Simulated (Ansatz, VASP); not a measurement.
## MoS: VASP beside Ansatz

One calculation is typed for both programs; each brings its own data sets. How far apart do they land? The two relaxations start from unlike cells of this crystal (the structure described is Ansatz's start), so only their ends are compared.

Calculated with Ansatz 0.2.0; plane waves, with VASP 6.6.1 beside it; relaxation of cell and atoms at PBE.

### 1. Set-up

Symmetry: Pnma, No. 62, orthorhombic system. The conventional cell has a = 10.706 Å, b = 3.751 Å, c = 4.145 Å, α = 90.00°, β = 90.00°, γ = 90.00°. Nearest to Mo lie 6 S at 2.52 to 3.23 Å and 2 Mo at 3.23 Å. S has 6 Mo at 2.52 to 3.23 Å nearest. Farther neighbours and most contacts between anions are not listed.

### 2. Ansatz: relaxation of cell and atoms, PBE

Ansatz runs on its PAW soft_1 files.

The relaxed volume is the usual yardstick between codes: in a stiff, nearly cubic crystal its relative difference is about their pressure difference at one cell divided by the bulk modulus.

Contents of input.yaml:

```yaml
crystal:
  lattice:
    - [10.706, 0.0, 0.0]
    - [0.0, 3.751, 0.0]
    - [0.0, 0.0, 4.145]
  atoms:
    - { symbol: Mo, position: [0.8859, 0.75, 0.8808] }
    - { symbol: Mo, position: [0.6141, 0.25, 0.3808] }
    - { symbol: Mo, position: [0.3859, 0.75, 0.6192] }
    - { symbol: Mo, position: [0.1141, 0.25, 0.1192] }
    - { symbol: S, position: [0.1535, 0.75, 0.5208] }
    - { symbol: S, position: [0.3465, 0.25, 0.0208] }
    - { symbol: S, position: [0.6535, 0.75, 0.9792] }
    - { symbol: S, position: [0.8465, 0.25, 0.4792] }
kpoints:
  mp_grid: { grid: [3, 7, 7] }
scf:
  occupations: { method: fermi_dirac, width: 0.05 }
hamiltonian:
  xc: pbe
  pseudopotentials: { kind: paw, azcp: { folder: soft_1 } }
relax:
  f_tol: 0.015
  max_steps: 70
  cell: {}
output:
  forces: true
  stress: true
```

The run is started by

```bash
$ ansatz run input.yaml --threads 4 --pin off --max-ram 10240MiB --backend cpu --events-out ev --progress --plain --runs-dir out
```

Numbers of over 12 decimals in the logs are rounded to 6 here.

What it wrote:

```text
Engine: ansatz 0.2.0, aarch64-unknown-linux-gnu
Pseudopotentials: kind: paw
Pseudopotential: Mo, paw, valence charge 14, recommended cutoff 420 eV (normal), soft_1/Mo.paw.azcp
Pseudopotential: S, paw, valence charge 6, recommended cutoff 420 eV (normal), soft_1/S.paw.azcp
Functional definition: PBE
  parameter kappa = 0.804
  parameter beta = 0.066725
  exchange = pbe_x(kappa = kappa, mu = beta*pi^2/3)
  correlation = pbe_c(beta = beta)
Crystal: 8 atoms, lattice volume = 166.456 Å³
Basis set: ecut = 420 eV, 3239 PW (Γ), exchange–correlation on 144×54×60 points (8 copies of the dense FFT grid, shifted against one another)
Bands: 48, of which v1, the nominal top of the filled ones, is band 40 counted from 1 (39 counted from 0)
Symmetry: 8 space group operations
Space group: Pnma (ITA 62), of the structure as read, at distance tolerance 5.5e-5 Å
k-points: 32 of 147
Non-local potential: Mo, projectors of the file, l = 0: 3, l = 1: 2, l = 2: 2, l = 3: 1
Non-local potential: S, projectors of the file, l = 0: 2, l = 1: 2, l = 2: 1
PAW form: soft (Blöchl's): semilocal exchange-correlation on the pseudo side does not see the compensation charge
PAW one-centre angular grid: Mo, 590 points (default); XC on 64 Gauss nodes
PAW one-centre angular grid: S, 110 points (default); XC on 64 Gauss nodes
Initial density: superposition of atomic densities (chi_scale 0.1, normalization cell, long waves kept (reshape's long-wave potential 0.01 eV rms))
Initial wavefunctions: pseudopotential atomic-orbital guess
Functional: x = pbe(κ = 0.804, μ = 0.219515), c = pbe(β = 0.066725)
SCF iter   1: F=—  HF=-23429.394084 eV  |F-HF|=—  |Δ(HF+E_count)|=         —  Δρ=5.89e-2  dr2=8.08e0  ethr=3.10e-3  ⟨swp⟩=6.1  Hψ=5939  notcnv=0
preconditioner: auto → Kerker (q_TF=auto, 2.415 Å⁻¹)  [metal: Δε(μ)=0.012 eV  Ē_g=5.888 eV  σ=0.050 eV  W_gap=0.06  n_scr=44 (ndim 8)  ℏωp=19.9 eV  f_vac=0.000  D(μ)=12.37/eV (n_scr^D=136)]
SCF iter   2: F=—  HF=-23427.951597 eV  |F-HF|=—  |Δ(HF+E_count)|=    1.44e0  Δρ=2.87e-2  dr2=1.49e0  ethr=3.10e-3  ⟨swp⟩=3.2  Hψ=3191  notcnv=0
SCF iter   3: F=—  HF=-23427.683717 eV  |F-HF|=—  |Δ(HF+E_count)|=   2.68e-1  Δρ=7.07e-3  dr2=6.05e-2  ethr=1.87e-3  ⟨swp⟩=2.2  Hψ=2310  notcnv=0
SCF iter   4: F=—  HF=-23427.684449 eV  |F-HF|=—  |Δ(HF+E_count)|=   7.32e-4  Δρ=1.41e-3  dr2=4.54e-3  ethr=7.56e-5  ⟨swp⟩=2.1  Hψ=2699  notcnv=0
SCF iter   5: F=—  HF=-23427.684334 eV  |F-HF|=—  |Δ(HF+E_count)|=   1.15e-4  Δρ=5.06e-4  dr2=5.56e-4  ethr=5.67e-6  ⟨swp⟩=2.0  Hψ=2337  notcnv=0
SCF iter   6: F=—  HF=-23427.684303 eV  |F-HF|=—  |Δ(HF+E_count)|=   3.05e-5  Δρ=1.52e-4  dr2=6.74e-5  ethr=6.95e-7  ⟨swp⟩=2.3  Hψ=2214  notcnv=0
SCF iter   7: F=—  HF=-23427.684410 eV  |F-HF|=—  |Δ(HF+E_count)|=   1.06e-4  Δρ=3.91e-5  dr2=2.76e-6  ethr=8.42e-8  ⟨swp⟩=2.0  Hψ=2199  notcnv=0
SCF iter   8: F=—  HF=-23427.684410 eV  |F-HF|=—  |Δ(HF+E_count)|=   4.15e-7  Δρ=1.20e-5  dr2=2.87e-7  ethr=3.45e-9  ⟨swp⟩=2.0  Hψ=2305  notcnv=0
SCF iter   9: F=-23427.684410 eV  HF=-23427.684410 eV  |F-HF|=1.60e-8  |Δ(HF+E_count)|=   2.64e-8  Δρ=5.72e-6  dr2=4.38e-8  ethr=1.25e-10  ⟨swp⟩=5.0  Hψ=5406  notcnv=0
SCF 1 converged in 9 iterations: F = -23427.684410 eV  dr2 = 4.38e-8
  greatest PAW one-centre occupation: 0.999 electrons in one spin orbital (limit 2), on the Mo atom at site 3 (counted from 0), in its partial waves of l = 0
relax step   1: F+E_penalty+E_count = -23427.68441007 eV  Δ(F+E_penalty+E_count) = +0.000e0 eV  max|allowed force component| = 4.448e-1 eV/Å  Δτ_max = 0.0000 Å  P = -21.969 GPa  Ω = 166.456 Å³  (9 SCF iters, dr2 threshold 1.00e-7 eV, accepted)
[...]
relax step  10: F+E_penalty+E_count = -23433.52213922 eV  Δ(F+E_penalty+E_count) = -4.285e-3 eV  max|allowed force component| = 6.603e-3 eV/Å  Δτ_max = 0.0157 Å  P = +0.067 GPa  Ω = 119.516 Å³  energy of the carried Pulay correction = +6.675e-3 eV  (6 SCF iters, dr2 threshold 8.00e-7 eV, accepted)
[...]
relax step  11: F+E_penalty+E_count = -23433.52230164 eV  Δ(F+E_penalty+E_count) = -1.624e-4 eV  max|allowed force component| = 5.917e-3 eV/Å  Δτ_max = 0.0019 Å  P = +0.031 GPa  Ω = 119.559 Å³  energy of the carried Pulay correction = +6.668e-3 eV  (6 SCF iters, dr2 threshold 1.41e-7 eV, accepted)
[...]
relax step  12: F+E_penalty+E_count = -23433.52237472 eV  Δ(F+E_penalty+E_count) = -7.308e-5 eV  max|allowed force component| = 1.792e-3 eV/Å  Δτ_max = 0.0038 Å  P = -0.009 GPa  Ω = 119.641 Å³  energy of the carried Pulay correction = +6.655e-3 eV  (6 SCF iters, dr2 threshold 1.36e-8 eV, accepted)
[...]
relax step  13: F+E_penalty+E_count = -23433.51746433 eV  Δ(F+E_penalty+E_count) = +4.910e-3 eV  max|allowed force component| = 2.038e-3 eV/Å  Δτ_max = 0.0000 Å  P = -0.014 GPa  Ω = 119.641 Å³  stress off target by 2.34e-2 GPa  SCF on the basis re-selected at this cell (its energy is not comparable with the rows above)  (6 SCF iters)
basis re-selected at this cell: Δ(F+E_penalty+E_count) = +4.910e-3 eV, ΔP = -0.006 GPa vs the last step (what re-selecting the basis moved, of the pressure what is left beyond the Pulay correction that the steps carried, after the strain that the cell walked since its last selection, with what the two solves' SCF thresholds leave and, on support functions, any second-order correction that the steps lacked; it is no measure of the basis error at this ecutwfc). The dense FFT grid was sized anew with the basis: this SCF ran on 72×24×27 points, the steps before it on 72×27×30, so part of this shift can come from that change (see relax.cell in the input reference). [rest of the remark cut]
SCF converged after 6 iterations
Free energy (F): -23433.517464 eV
Harris-Foulkes:  -23433.517464 eV  (|F-HF|=3.64e-12)
Internal energy: -23433.450109 eV  (E = F + TS)
E sigma→0 (E₀):  -23433.483786 eV
Entropy (-TS):   -0.067356 eV (-8.419 meV/atom)
Fermi energy:    16.742130 eV
--- Per-component energies (eV) ---
  E_band       = -269.927868
  E_kinetic    = 2125.571944
  E_local      = -4221.716276  (includes V_loc(G=0)·N_el)
  E_nonlocal   = 737.884835
  E_hartree    = 1491.254644
  E_xc         = -1063.290298
  E_vxc        = -1214.052205  (∫ρ·V_xc dr)
  E_paw        = -15283.855616  (= ΣΔE_a)
  E_vpaw       = -680.125692  (= ΣTr[D̂ρ^β])
  E_aug_tail   = 0.000199  (compensation charges beyond the density's cutoff)
  E_ewald      = -7219.299540
  E_smearing   = -0.067356  (= −TS)
  E_closure    = 0.000000  (closes the sum)
  Σ components = -23433.517464   (vs F -23433.517464, Δ=0.00e0)
--- Forces (eV/Å), atoms counted from 1 ---
  atom   1  Mo    -0.00188299     0.00000000    -0.00029456
  atom   2  Mo     0.00188299     0.00000000    -0.00029456
  atom   3  Mo    -0.00188299     0.00000000     0.00029456
  atom   4  Mo     0.00188299     0.00000000     0.00029456
  atom   5  S      0.00203780     0.00000000     0.00140932
  atom   6  S     -0.00203780     0.00000000     0.00140932
  atom   7  S      0.00203780     0.00000000    -0.00140932
  atom   8  S     -0.00203780     0.00000000    -0.00140932
  max |Σ_I F_I| component: 4.34e-19 eV/Å
--- Stress (GPa, compression-positive) ---
       -0.021341       0.000000       0.000000
        0.000000      -0.023446       0.000000
        0.000000       0.000000       0.001532
  P = ⅓ Tr σ = -0.0144 GPa (-0.144 kbar)
--- Relaxed structure (12 steps of the walk, 12 accepted, 1 SCFs on fresh bases) ---
  F+E_penalty+E_count = -23433.51746433 eV   max|allowed force component| = 2.038e-3 eV/Å   (the final SCF, on the basis selected at the relaxed cell)
  cell:  # Å, volume = 119.6412 Å³
    - [9.624193, 0.0, 0.0]
    - [0.0, 3.086140, 0.0]
    - [0.0, 0.0, 4.028107]
  atoms:
    - { symbol: Mo, position: [0.892706, 0.75, 0.883191] }
    - { symbol: Mo, position: [0.607294, 0.25, 0.383191] }
    - { symbol: Mo, position: [0.392706, 0.75, 0.616809] }
    - { symbol: Mo, position: [0.107294, 0.25, 0.116809] }
    - { symbol: S, position: [0.130832, 0.75, 0.628332] }
    - { symbol: S, position: [0.369168, 0.25, 0.128332] }
    - { symbol: S, position: [0.630832, 0.75, 0.871668] }
    - { symbol: S, position: [0.869168, 0.25, 0.371668] }
```

The column dr2 measures how far the density is from self-consistency, as an energy; F and HF (Harris–Foulkes) agree once it is small.

### 3. VASP: relaxation of cell and atoms, PBE

Its own start cell and the same functional, mesh and smearing now go to VASP, with its own data sets.

Lines of VASP's logs that name or quote its potential files are left out, and so is its time.

Contents of INCAR:

```
SYSTEM = MoS
PREC = Accurate
ENCUT = 500
EDIFF = 1E-07
NELM = 120
ISMEAR = -1
SIGMA = 0.05
LREAL = .FALSE.
ALGO = Normal
GGA = PE
NBANDS = 49
LASPH = .TRUE.
LORBIT = 11
LWAVE = .FALSE.
LCHARG = .FALSE.
ISIF = 3
IBRION = 2
NSW = 80
EDIFFG = -0.005
GGA_COMPAT = .FALSE.
NELMIN = 4
KPAR = 2
```

Contents of POSCAR:

```
MoS
1.0
    9.6245418107      0.0000000000      0.0000000000
    0.0000000000      3.0869854675      0.0000000000
    0.0000000000      0.0000000000      4.0290778519
Mo S
4 4
Direct
    0.8926323267      0.7500000000      0.8832718526
    0.6073676733      0.2500000000      0.3832718526
    0.3926323267      0.7500000000      0.6167281474
    0.1073676733      0.2500000000      0.1167281474
    0.1308004832      0.7500000000      0.6280004097
    0.3691995168      0.2500000000      0.1280004097
    0.6308004832      0.7500000000      0.8719995903
    0.8691995168      0.2500000000      0.3719995903
```

Contents of KPOINTS:

```
Automatic mesh
0
Gamma
3 7 7
0 0 0
```

PAW data sets: Mo_sv and S (PBE family, release 64).

The run is started by

```bash
$ mpirun -np 2 vasp_std
```

What it wrote:

```text
[banner, memory and clock lines left out]
running    2 mpi-ranks, on    1 nodes
 distrk:  each k-point on    1 cores,    2 groups
 distr:  one band on    1 cores,    1 groups

 POSCAR found type information on POSCAR MoS
 POSCAR found :  2 types and       8 ions
 LDA part: xc-table for (Slater+PW92), standard interpolation
 POSCAR, INCAR and KPOINTS ok, starting setup
 FFT: planning ... GRIDC
 FFT: planning ... GRID_SOFT
 FFT: planning ... GRID
 WAVECAR not read
 entering main loop
       N       E                     dE             d eps       ncg     rms          rms(c)
DAV:   1     0.823603062379E+03    0.82360E+03   -0.46071E+04  3200   0.158E+03
DAV:   2    -0.190179869107E+02   -0.84262E+03   -0.81594E+03  3505   0.460E+02
DAV:   3    -0.628807350113E+02   -0.43863E+02   -0.42230E+02  4030   0.923E+01
DAV:   4    -0.641193970650E+02   -0.12387E+01   -0.12030E+01  3934   0.132E+01
DAV:   5    -0.641476736272E+02   -0.28277E-01   -0.28097E-01  3896   0.191E+00    0.354E+01
DAV:   6    -0.613702549916E+02    0.27774E+01   -0.14961E+01  3598   0.172E+01    0.137E+01
DAV:   7    -0.612534262641E+02    0.11683E+00   -0.11165E+00  3728   0.458E+00    0.612E+00
DAV:   8    -0.612365057507E+02    0.16921E-01   -0.17754E-01  3768   0.202E+00    0.803E-01
DAV:   9    -0.612356675158E+02    0.83823E-03   -0.13674E-02  4008   0.484E-01    0.458E-01
DAV:  10    -0.612357810145E+02   -0.11350E-03   -0.25625E-03  3655   0.283E-01    0.142E-01
DAV:  11    -0.612357584314E+02    0.22583E-04   -0.41513E-04  3800   0.946E-02    0.422E-02
DAV:  12    -0.612357650293E+02   -0.65979E-05   -0.24480E-05  3817   0.220E-02    0.260E-02
DAV:  13    -0.612357662715E+02   -0.12422E-05   -0.67699E-06  3920   0.120E-02    0.355E-03
DAV:  14    -0.612357662320E+02    0.39494E-07   -0.61597E-07  3067   0.339E-03
   1 F= -.61235766E+02 E0= -.61202241E+02  d E =-.612358E+02
 curvature:   0.00 expect dE= 0.000E+00 dE for cont linesearch  0.000E+00
 trial: gam= 0.00000 g(F)=  0.220E-05 g(S)=  0.183E-04 ort = 0.000E+00 (trialstep = 0.100E+01)
 search vector abs. value=  0.205E-04
 bond charge predicted
       N       E                     dE             d eps       ncg     rms          rms(c)
DAV:   1    -0.612358419919E+02   -0.75720E-04   -0.32568E-03  3282   0.332E-01    0.543E-02
DAV:   2    -0.612357882987E+02    0.53693E-04   -0.13046E-04  3592   0.606E-02    0.219E-02
DAV:   3    -0.612357775308E+02    0.10768E-04   -0.25719E-05  3860   0.269E-02    0.592E-03
DAV:   4    -0.612357779162E+02   -0.38543E-06   -0.12906E-06  3471   0.563E-03    0.234E-03
DAV:   5    -0.612357781644E+02   -0.24814E-06   -0.15360E-07  2404   0.188E-03    0.704E-04
DAV:   6    -0.612357782398E+02   -0.75439E-07   -0.31271E-08  2028   0.887E-04
   2 F= -.61235778E+02 E0= -.61202283E+02  d E =-.120078E-04
 trial-energy change:   -0.000012  1 .order   -0.000012   -0.000021   -0.000003
 step:   1.1726(harm=  1.1726)  dis= 0.00018  next Energy=   -61.235778 (dE=-0.120E-04)
 reached required accuracy - stopping structural energy minimisation
```

OUTCAR, selected parts (step 3):

```text
ion  position               nearest neighbor table
   1  0.893  0.750  0.883-   8 2.51   8 2.51   5 2.51   7 2.52   8 2.58   8 2.58   4 2.75   4 2.75

  LATTYP: Found a simple orthorhombic cell.
 ALAT       =     3.0869854675
 B/A-ratio  =     1.3051819953
 C/A-ratio  =     3.1177800842

 Subroutine GETGRP returns: Found  8 space group operations
 (whereof  2 operations were pure point group operations)

The static configuration has the point symmetry S_2 .
 The point group associated with its full space group is D_2h.

 Found     32 irreducible k-points:

   k-points           NKPTS =     32   k-points in BZ     NKDIM =     32   number of bands    NBANDS=     49

   dimension x,y,z NGX =    70 NGY =   24 NGZ =   30
   dimension x,y,z NGXF=   140 NGYF=   48 NGZF=   60

   ENCUT  =  500.0 eV  36.75 Ry    6.06 a.u.  17.55  5.63  7.35*2*pi/ulx,y,z

   NELECT =      80.0000    total number of electrons

 k-points in reciprocal lattice and weights: Automatic mesh
   0.00000000  0.00000000  0.00000000       0.007
   0.33333333  0.00000000  0.00000000       0.014
   0.00000000  0.14285714  0.00000000       0.014
   0.33333333  0.14285714  0.00000000       0.027
   0.00000000  0.28571429  0.00000000       0.014
   0.33333333  0.28571429  0.00000000       0.027
   0.00000000  0.42857143  0.00000000       0.014
   0.33333333  0.42857143  0.00000000       0.027
   0.00000000  0.00000000  0.14285714       0.014
[...]
0.00000000  0.42857143  0.42857143       0.027
   0.33333333  0.42857143  0.42857143       0.054

 average (electrostatic) potential at core
       1 -70.4972       2 -70.4972       3 -70.4972       4 -70.4972       5 -81.6091
       6 -81.6091       7 -81.6091       8 -81.6091

 E-fermi :  11.4623

 k-point     1 :       0.0000    0.0000    0.0000
  band No.  band energies     occupation
    ...
     41      11.1353      1.99712
     42      11.2436      1.97515
     43      11.2857      1.94323
     44      11.3991      1.55975
     45      11.4262      1.34617
     46      11.7279      0.00982
     47      11.8496      0.00087
     48      13.0603      0.00000
     49      13.2418      0.00000

 k-point     2 :       0.3333    0.0000    0.0000
  band No.  band energies     occupation
    ...
     40      10.8472      1.99999
     41      11.0495      1.99948
     42      11.0672      1.99926
     43      11.2813      1.94785
     44      11.3037      1.91963
     45      11.6839      0.02352
     46      11.8876      0.00040
     47      12.3145      0.00000
     48      12.9996      0.00000
     49      13.1351      0.00000

 k-point     3 :       0.0000    0.1429    0.0000
  band No.  band energies     occupation
    ...
     37       9.6883      2.00000
     38      10.4027      2.00000
     39      10.4140      2.00000
     40      10.7496      2.00000
     41      10.8202      1.99999
     42      11.5811      0.17001
     43      11.9484      0.00012
     44      11.9733      0.00007
     45      12.2408      0.00000
     46      12.3835      0.00000
    ...

  Total        0.0021608     -0.0028441      0.0024955      0.0000000      0.0000000      0.0000000
  in kB        0.0289216     -0.0380673      0.0334017      0.0000000      0.0000000      0.0000000
  external PRESSURE =       0.0080853 kB  Pullay stress =       0.0000000 kB

  energy-cutoff  :      500.00
  volume of cell :      119.70
      direct lattice vectors                 reciprocal lattice vectors
     9.625106765  0.000000000  0.000000000     0.103894951  0.000000000  0.000000000
     0.000000000  3.086118668  0.000000000     0.000000000  0.324031610  0.000000000
     0.000000000 -0.000000000  4.029754072     0.000000000 -0.000000000  0.248154101

 POSITION                                       TOTAL-FORCE (eV/Angst)
 -----------------------------------------------------------------------------------
      8.59168      2.31459      3.55941        -0.000390      0.000000     -0.000365
      5.84598      0.77153      1.54453         0.000390      0.000000     -0.000365
      3.77912      2.31459      2.48522        -0.000390     -0.000000      0.000365
      1.03343      0.77153      0.47034         0.000390     -0.000000      0.000365
      1.25894      2.31459      2.53084         0.000333     -0.000000      0.002848
      3.55361      0.77153      0.51597        -0.000333     -0.000000      0.002848
      6.07149      2.31459      3.51379         0.000333      0.000000     -0.002848
      8.36617      0.77153      1.49891        -0.000333      0.000000     -0.002848
 -----------------------------------------------------------------------------------
    total drift:                                0.000000     -0.000000     -0.000000

  FREE ENERGIE OF THE ION-ELECTRON SYSTEM (eV)
  ---------------------------------------------------
  free  energy   TOTEN  =       -61.2357782398 eV

  energy  without entropy=      -61.1687873618  energy(sigma->0) =      -61.20228280

 reached required accuracy - stopping structural energy minimisation

 total charge
# of ion       s       p       d       tot
------------------------------------------
    1        2.269   6.136   4.039  12.444
    2        2.269   6.136   4.039  12.444
    3        2.269   6.136   4.039  12.444
    4        2.269   6.136   4.039  12.444
    5        1.320   2.379   0.000   3.698
    6        1.320   2.379   0.000   3.698
    7        1.320   2.379   0.000   3.698
    8        1.320   2.379   0.000   3.698
--------------------------------------------------
tot         14.355  34.058  16.158  64.571

[... 3 further parts left out ...]
```

CONTCAR:

```
MoS
   1.00000000000000
     9.6251067648609396    0.0000000000000000    0.0000000000000000
     0.0000000000000000    3.0861186681391484    0.0000000000000000
     0.0000000000000000   -0.0000000000000000    4.0297540721856340
  Mo              S
     4     4
Direct
     0.8926319265487709    0.7500000000000000    0.8832821415205319
     0.6073680734512291    0.2500000000000000    0.3832821415205319
     0.3926319265487709    0.7500000000000000    0.6167178584794681
     0.1073680734512291    0.2500000000000000    0.1167178584794681
     0.1307976775751831    0.7500000000000000    0.6280389052365456
     0.3692023224248169    0.2500000000000000    0.1280389052365456
     0.6307976775751830    0.7500000000000000    0.8719610947634544
     0.8692023224248170    0.2500000000000000    0.3719610947634544
```

This run has no spin polarisation, so a moment on Mo, if there is one, isn't seen. The k-mesh is coarse for a metal. The run keeps the 8 symmetry operations of its start, so it cannot find a distortion of lower symmetry.

### 4. Differences

Known differences besides the potentials themselves: the cutoff is 420 eV in Ansatz and 500 eV in VASP; Ansatz adds a Pulay correction to the stress that steers its cell, VASP none. Total energies have different zeros and are not compared.

Both answers:

| quantity | Ansatz | VASP | difference |
| --- | --- | --- | --- |
| volume (Å³) | 119.64 | 119.70 | -0.05 % |
| edge a after relaxation, in the typed setting (Å) | 9.624 | 9.625 | -0.01 % |
| edge b after relaxation, in the typed setting (Å) | 3.086 | 3.086 | +0.00 % |
| edge c after relaxation, in the typed setting (Å) | 4.028 | 4.030 | -0.04 % |

### 5. Results

* difference in volume (relaxation of cell and atoms, PBE): -0.050 %

**Reading.** The difference in volume is -0.050 % (relaxation of cell and atoms, PBE), within the 1.2 % picked in this series as the mark of a large difference, as far as the stopping tolerances let one tell. Such differences can come from data sets, numerical settings and the points named under the comparisons, not from the functional's error against experiment.

[Lines on the potential files, build, host, timing and source positions are cut from VASP's logs without a mark.]

[Logs are printed without paths, hosts, clocks, repeated set-up lines and the standing remarks that a program may print on its own settings, such as how far it seeks lower states.]

[Hosts, paths, dates, database ids (printed as entryN), source tags and the programs' standing remarks are cut or masked in the printed files.]
